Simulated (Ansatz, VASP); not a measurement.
## Two plane-wave programs on Cs2Be

```
Cs Be
1.0
    -3.39541    3.39541    4.79175
     3.39541   -3.39541    4.79175
     3.39541    3.39541   -4.79175
Cs Be
4 2
Direct
  0.37500 0.62500 0.75000
  0.37500 0.12500 0.75000
  0.87500 0.62500 0.25000
  0.37500 0.62500 0.25000
  0.75000 0.25000 0.50000
  0.00000 0.00000 0.00000
```

Change from the starting cell: species swapped into the NdCo2 type (I4_1/amd, No. 141).

Alike in both runs: task single point; functional PBE; k mesh 4 × 4 × 4; occupations gaussian, width 0.1 eV; no spin polarisation.

```csv
,VASP,Ansatz
version,VASP 6.6.1,Ansatz 0.2.0
potentials or method,"VASP PAW PBE potentials, release 64 (Cs_sv, Be)","scalar-relativistic, plane waves, PAW"
plane-wave cutoff (eV),520,420
valence electrons in the cell,40,40
```

Ansatz gave:

```
gap on the k mesh at the Fermi level (eV) : none
pressure (GPa)                            : 3.7
```

Q: What did VASP give for the same quantities?

A: gap on the k mesh at the Fermi level (eV): none; pressure (GPa): 3.9.

A gap of «none» marks a metal or a gap that the smearing closes.

Spin-orbit coupling is left out, which matters for the levels of Cs.
